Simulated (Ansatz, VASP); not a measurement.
# Cs11Li6Cl17: VASP beside Ansatz, part 3 of 3

One calculation is typed for both programs; each brings its own data sets. How far apart do they land? Of the first pair: The structure shown is frame 34 of Ansatz's trajectory.

VASP 6.6.1 and Ansatz 0.2.0.

So far. Step 6 (VASP: single point, revPBE, pair 2): The run ends at a pressure of 1.46 GPa, with forces up to 2.1 eV/Å.

## 7. Differences

Forces on 7 of the 68 atoms, those with the largest forces and the largest differences (eV/Å; atoms numbered as in POSCAR):

```tsv
atom	Ansatz x, y, z	VASP x, y, z
Cs8	1.691, 0.875, -0.799	1.736, 0.899, -0.827
Li24	1.619, 0.445, -0.256	1.657, 0.460, -0.275
Li34	1.344, 0.344, -0.567	1.385, 0.340, -0.601
Cl41	0.456, 1.093, -0.786	0.455, 1.110, -0.807
Cl46	-0.988, -0.778, 0.782	-1.025, -0.808, 0.802
Cl47	-1.634, 0.559, 0.588	-1.685, 0.570, 0.614
Cl66	0.207, 1.236, 1.119	0.224, 1.268, 1.160
```

The forces differ by 13 meV/Å r.m.s., which is 2.5 % of the r.m.s. force of 0.506 eV/Å (both taken over all components).

## 8. Ansatz: dynamics, revPBE

One frame of this run of dynamics is then solved in both programs, so the motion causes no difference.

The structure compared here is frame 103 of Ansatz's trajectory.

The input, input.yaml:

```yaml
crystal:
  lattice:
    - [14.5073, 0.0, 0.0]
    - [0.0, 14.5073, 0.0]
    - [0.0, 0.0, 14.5073]
  atoms:
    - { symbol: Cs, position: [0.32391, 0.23785, 0.77017] }
    - { symbol: Cs, position: [0.64292, 0.29373, 0.65917] }
    - { symbol: Cs, position: [0.16835, 0.64287, 0.94598] }
    - { symbol: Cs, position: [0.43223, 0.98061, 0.42106] }
    - { symbol: Cs, position: [0.12536, 0.20708, 0.4144] }
    - { symbol: Cs, position: [0.53997, 0.86716, 0.7109] }
    - { symbol: Cs, position: [0.74645, 0.04553, 0.8829] }
    - { symbol: Cs, position: [0.93144, 0.62088, 0.15983] }
    - { symbol: Cs, position: [0.27321, 0.00467, 0.16911] }
    - { symbol: Cs, position: [0.01879, 0.33289, 0.69719] }
    - { symbol: Cs, position: [0.21952, 0.5767, 0.55969] }
    - { symbol: Cs, position: [0.68672, 0.11332, 0.27492] }
    - { symbol: Cs, position: [0.76235, 0.68198, 0.4032] }
    - { symbol: Cs, position: [0.06122, 0.01807, 0.77477] }
    - { symbol: Cs, position: [0.05811, 0.83358, 0.4158] }
    - { symbol: Cs, position: [0.64752, 0.43273, 0.10963] }
    - { symbol: Cs, position: [0.38833, 0.32808, 0.18454] }
    - { symbol: Cs, position: [0.00316, 0.29473, 0.01024] }
    - { symbol: Cs, position: [0.7618, 0.34334, 0.40977] }
    - { symbol: Cs, position: [0.5497, 0.84275, 0.0709] }
    - { symbol: Cs, position: [0.88563, 0.05427, 0.16112] }
    - { symbol: Cs, position: [0.44303, 0.59177, 0.93515] }
    - { symbol: Li, position: [0.49568, 0.29438, 0.46877] }
    - { symbol: Li, position: [0.34476, 0.93284, 0.89801] }
    - { symbol: Li, position: [0.77439, 0.85656, 0.64294] }
    - { symbol: Li, position: [0.52165, 0.16115, 0.93646] }
    - { symbol: Li, position: [0.70997, 0.06758, 0.51818] }
    - { symbol: Li, position: [0.78159, 0.47944, 0.7763] }
    - { symbol: Li, position: [0.92867, 0.05673, 0.57016] }
    - { symbol: Li, position: [0.02809, 0.84024, 0.10084] }
    - { symbol: Li, position: [0.95369, 0.5528, 0.51106] }
    - { symbol: Li, position: [0.22508, 0.62626, 0.21956] }
    - { symbol: Li, position: [0.92611, 0.77242, 0.86779] }
    - { symbol: Li, position: [0.51927, 0.58302, 0.28332] }
    - { symbol: Cl, position: [0.92094, 0.85411, 0.27312] }
    - { symbol: Cl, position: [0.07597, 0.42567, 0.52086] }
    - { symbol: Cl, position: [0.64232, 0.07164, 0.06938] }
    - { symbol: Cl, position: [0.51515, 0.41924, 0.30102] }
    - { symbol: Cl, position: [0.9635, 0.63728, 0.38836] }
    - { symbol: Cl, position: [0.50906, 0.07457, 0.77936] }
    - { symbol: Cl, position: [0.03512, 0.1715, 0.59124] }
    - { symbol: Cl, position: [0.36773, 0.19055, 0.37877] }
    - { symbol: Cl, position: [0.53069, 0.64383, 0.1208] }
    - { symbol: Cl, position: [0.91053, 0.92193, 0.95546] }
    - { symbol: Cl, position: [0.16144, 0.93916, 0.94196] }
    - { symbol: Cl, position: [0.75805, 0.50394, 0.27948] }
    - { symbol: Cl, position: [0.33474, 0.59769, 0.36619] }
    - { symbol: Cl, position: [0.81868, 0.37239, 0.89027] }
    - { symbol: Cl, position: [0.38235, 0.08423, 0.00475] }
    - { symbol: Cl, position: [0.60114, 0.18054, 0.47262] }
    - { symbol: Cl, position: [0.27221, 0.48179, 0.04608] }
    - { symbol: Cl, position: [0.80102, 0.4863, 0.62059] }
    - { symbol: Cl, position: [0.92695, 0.88953, 0.60258] }
    - { symbol: Cl, position: [0.44614, 0.77974, 0.87866] }
    - { symbol: Cl, position: [0.84879, 0.11253, 0.43739] }
    - { symbol: Cl, position: [0.78363, 0.09972, 0.66446] }
    - { symbol: Cl, position: [0.96088, 0.6598, 0.97442] }
    - { symbol: Cl, position: [0.67625, 0.90043, 0.53232] }
    - { symbol: Cl, position: [0.52794, 0.33492, 0.9534] }
    - { symbol: Cl, position: [0.81521, 0.25468, 0.17252] }
    - { symbol: Cl, position: [0.76909, 0.77434, 0.78572] }
    - { symbol: Cl, position: [0.11201, 0.20998, 0.85166] }
    - { symbol: Cl, position: [0.11717, 0.1189, 0.23436] }
    - { symbol: Cl, position: [0.46066, 0.93138, 0.2194] }
    - { symbol: Cl, position: [0.07405, 0.62662, 0.74041] }
    - { symbol: Cl, position: [0.45639, 0.3518, 0.63084] }
    - { symbol: Cl, position: [0.35449, 0.86721, 0.6184] }
    - { symbol: Cl, position: [0.16111, 0.75856, 0.15198] }
kpoints:
  mp_grid: { grid: [1, 1, 1] }
hamiltonian:
  xc: revpbe
scf:
  occupations: { method: fermi_dirac, width: 0.025 }
output:
  forces: true
md:
  timestep: 1.0
  n_steps: 103
  ensemble: nve
  temperature: 900
  initial_velocities: maxwell_boltzmann
  seed: 5039
```

The run is started by

```bash
$ ansatz run input.yaml --threads 4 --pin off --max-ram 8192MiB --backend cpu --events-out ev --progress --plain --runs-dir out
```

Numbers of over 12 decimals in the logs are rounded to 6 here.

The log of the run:

```text
[...]
Crystal: 68 atoms, lattice volume = 3053.232 Å³
Basis set: ecut = 420 eV, 59757 PW (Γ), exchange–correlation on 200×200×200 points (8 copies of the dense FFT grid, shifted against one another)
Bands: 304, of which v1, the nominal top of the filled ones, is band 236 counted from 1 (235 counted from 0)
Symmetry: 1 space group operations
k-points: 1
[...]
atom   8  Cs     1.00861760     0.34779557    -0.40462894
[...]
atom  65  Cl     0.06968812     0.38224398     0.88521785
  atom  66  Cl     0.19987459    -0.01197275    -0.29276463
  atom  67  Cl     0.02747440    -0.18643724     0.15322237
  atom  68  Cl     0.03488644     0.07314534    -0.18915136
  max |Σ_I F_I| component: 2.30e-5 eV/Å
--- MD trajectory: 103 steps, t = 0.0 → 103.0 fs ---
[...]
conserved energy: peak-to-peak 1.675e-3 eV (2.463e-5 eV/atom) over 103.0 fs
[key lines of the parts left out:]
SCF converged after 6 iterations
Free energy (F): -164282.538069 eV
Fermi energy:    2.412506 eV
```

## 9. VASP: single point, revPBE, pair 3

The same cell, functional, mesh and smearing now go to VASP, with its own data sets.

The input, INCAR:

```
SYSTEM = Cs11Li6Cl17
PREC = Accurate
ENCUT = 650
EDIFF = 1E-06
NELM = 120
ISMEAR = -1
SIGMA = 0.025
LREAL = Auto
ALGO = Normal
GGA = RE
NBANDS = 288
LORBIT = 11
LWAVE = .FALSE.
LCHARG = .FALSE.
ISIF = 2
LASPH = .TRUE.
GGA_COMPAT = .FALSE.
EFERMI = MIDGAP
NCORE = 2
```

The input, POSCAR:

```
Cs11Li6Cl17
1.0
   14.5073000000      0.0000000000      0.0000000000
    0.0000000000     14.5073000000      0.0000000000
    0.0000000000      0.0000000000     14.5073000000
Cs Li Cl
22 12 34
Direct
    0.3216104995      0.2387143025      0.7601345529
    0.6680429853      0.2945344757      0.6754944063
    0.1596506586      0.6709242933      0.9692775361
    0.4285773369      0.0101259366      0.4514692603
    0.1366139805      0.2144506559      0.4166385199
    0.5501575069      0.8775237294      0.7144472093
    0.7313697242      0.0416617841      0.8782130376
    0.9045652878      0.6253885975      0.1657441426
    0.2833263254      0.9876613843      0.1733885699
    0.9756398503      0.3268974930      0.6906798646
    0.2418368683      0.5975060831      0.5681691286
    0.6925547828      0.0877075679      0.3002695195
    0.7623334459      0.7125585050      0.3966623700
    0.0835923983      0.9917489815      0.7710807662
    0.0776574552      0.8061734437      0.4421291350
    0.6448822317      0.4295423683      0.1097102838
    0.3792435532      0.3295720086      0.1741192365
    0.9920729564      0.2690300745      0.0337278474
    0.7637189553      0.3501478566      0.3874669994
    0.5594562737      0.8590778436      0.0559925003
    0.9040345206      0.0406416080      0.1183748871
    0.4576316751      0.5663079967      0.9149255892
    0.4496908453      0.2591660750      0.4549295872
    0.3506855169      0.9514933861      0.8956456405
    0.8075865254      0.9149738408      0.6589647970
    0.5152509426      0.1715963687      0.9372867453
    0.6841590096      0.0754034176      0.5146305653
    0.8333804361      0.4624430459      0.7924286394
    0.9048203318      0.0408690797      0.5637230911
    0.0427233186      0.8323120084      0.9646798508
    0.0088989681      0.5530526011      0.5973475423
    0.2857940485      0.6366518925      0.1886084937
    0.9204262682      0.7568879116      0.7853425517
    0.4869755227      0.5367435705      0.2615924397
    0.8746286352      0.8450021713      0.2349093215
    0.0921811778      0.4140191490      0.5037808552
    0.6198396669      0.0904785866      0.0638437201
    0.5793703859      0.4346983932      0.3426619702
    0.9959468681      0.5921708381      0.4583692348
    0.5311877469      0.1258607735      0.7859905013
    0.0453151172      0.0871974799      0.5881728509
    0.3295030778      0.2064684676      0.3444748506
    0.5201794958      0.6251680189      0.1541982312
    0.9500251597      0.9364871478      0.9386929339
    0.2016433106      0.8704996795      0.9685261903
    0.7560814211      0.5393974068      0.2707050933
    0.3384296182      0.5679347639      0.3124082359
    0.7621197604      0.3607563089      0.8757177421
    0.3619694912      0.0898651024      0.9580831719
    0.5807007507      0.1942332481      0.4705148443
    0.2552990563      0.5173188671      0.1074700323
    0.8288723608      0.4481192227      0.6274565219
    0.9431665437      0.8810598802      0.6139667616
    0.4025421684      0.8241988516      0.8947150745
    0.8251569899      0.1061879192      0.4567838261
    0.7818339732      0.0671730784      0.6765628339
    0.9351498901      0.7127928698      0.9383827452
    0.6723166957      0.9050133381      0.5060900374
    0.4941718997      0.3178882356      0.9444486569
    0.8316571657      0.3041572174      0.1775450980
    0.7608169680      0.8227306253      0.7975295196
    0.1173960696      0.2374046170      0.8385571402
    0.0833028889      0.1614221806      0.1636417528
    0.4965293335      0.9109551743      0.2690990053
    0.0578191669      0.6057708878      0.7228843410
    0.4077050864      0.3538701206      0.5905854294
    0.2827404134      0.8831967354      0.5722567259
    0.1767110351      0.7558056978      0.2109420774
```

The input, KPOINTS:

```
Automatic mesh
0
Gamma
1 1 1
0 0 0
```

PAW data sets: Cs_sv, Li_sv and Cl (PBE family, release 64).

The run is started by

```bash
$ mpirun -np 8 vasp_gam
```

The log of the run:

```text
[... set-up lines as in an earlier step ...]
 entering main loop
       N       E                     dE             d eps       ncg     rms          rms(c)
DAV:   1     0.570642076680E+04    0.57064E+04   -0.23246E+05   584   0.173E+03
DAV:   2     0.702928484350E+03   -0.50035E+04   -0.48443E+04   784   0.318E+02
DAV:   3    -0.177231003158E+03   -0.88016E+03   -0.87694E+03   688   0.139E+02
DAV:   4    -0.222730100758E+03   -0.45499E+02   -0.45364E+02   792   0.364E+01
[...]
DAV:  20    -0.209358988139E+03    0.65606E-05   -0.71516E-06   576   0.400E-03    0.580E-03
DAV:  21    -0.209358980481E+03    0.76571E-05   -0.47400E-06   544   0.525E-03    0.365E-03
DAV:  22    -0.209358980124E+03    0.35775E-06   -0.19966E-06   472   0.245E-03
   1 F= -.20935898E+03 E0= -.20935898E+03  d E =-.987734E-21
```

OUTCAR, selected parts (step 9):

```text
 POSITION                                       TOTAL-FORCE (eV/Angst)
 -----------------------------------------------------------------------------------
      4.66570      3.46310     11.02750         0.167133     -0.082762      0.146069
      9.69150      4.27290      9.79960        -0.602374     -0.136489      0.023555
      2.31610      9.73330     14.06160         0.200021     -1.348296      0.033897
      6.21750      0.14690      6.54960        -0.198431     -0.280869      0.152569
      1.98190      3.11110      6.04430        -0.934739      0.092575      0.060581
      7.98130     12.73050     10.36470        -0.236607      0.071420     -0.270139
     10.61020      0.60440     12.74050         0.160932      0.056482      0.590034
     13.12280      9.07270      2.40450         1.034493      0.356088     -0.421666
      4.11030     14.32830      2.51540        -0.176775     -0.056921     -0.088694
     14.15390      4.74240     10.01990         1.316197     -1.192461      0.021056
      3.50840      8.66820      8.24260         0.228777     -0.289188     -0.481808
     10.04710      1.27240      4.35610        -0.618425     -0.420073     -1.338385
     11.05940     10.33730      5.75450        -0.038818      0.288805      0.342793
      1.21270     14.38760     11.18630         0.609112      0.070080      0.211633
[...]
-----------------------------------------------------------------------------------
    total drift:                                0.014060     -0.002420      0.000549

  FREE ENERGIE OF THE ION-ELECTRON SYSTEM (eV)
  ---------------------------------------------------
  free  energy   TOTEN  =      -209.3589801237 eV

  energy  without entropy=     -209.3589801237  energy(sigma->0) =     -209.35898012

[... 2 parts as in an earlier step ...]

[... 1 further part left out ...]
[key lines of the parts left out:]
E-fermi :   0.5760
```

The run ends at a pressure of 1.53 GPa, with forces up to 2.3 eV/Å.

## 10. Comparison

Forces on 7 of the 68 atoms, those with the largest forces and the largest differences (eV/Å; atoms numbered as in POSCAR):

```tsv
atom	Ansatz x, y, z	VASP x, y, z
Cs10	1.298, -1.173, 0.018	1.316, -1.192, 0.021
Cs18	-0.380, 1.286, -1.337	-0.394, 1.319, -1.376
Li24	-0.934, 1.213, 0.283	-0.957, 1.251, 0.280
Cl39	-0.555, 1.341, -0.771	-0.560, 1.339, -0.795
Cl43	0.255, 0.599, -1.402	0.259, 0.619, -1.419
Cl54	1.214, -1.812, -0.477	1.229, -1.858, -0.477
Cl63	1.140, -1.005, 1.324	1.173, -1.033, 1.363
```

The forces differ by 12 meV/Å r.m.s., which is 2.2 % of the r.m.s. force of 0.554 eV/Å (both taken over all components).

## 11. Outcome

```yaml
r_m_s_force_difference_single_point_revpbe_pair_1: 2.1 % of the r.m.s. force
r_m_s_force_difference_single_point_revpbe_pair_2: 2.5 % of the r.m.s. force
r_m_s_force_difference_single_point_revpbe_pair_3: 2.2 % of the r.m.s. force
```

In words: The r.m.s. force difference is 2.5 % of the r.m.s. force (single point, revPBE, pair 2), within the 3 % picked in this series as the mark of a large difference. Such differences can come from data sets, numerical settings and the points named under the comparisons, not from the functional's error against experiment.

[Lines on the potential files, build, host, timing and source positions are cut from VASP's logs without a mark.]

[Logs are printed without paths, hosts, clocks, repeated set-up lines and the standing remarks that a program may print on its own settings, such as how far it seeks lower states.]

[Hosts, paths, dates, database ids (printed as entryN), source tags and the programs' standing remarks are cut or masked in the printed files.]
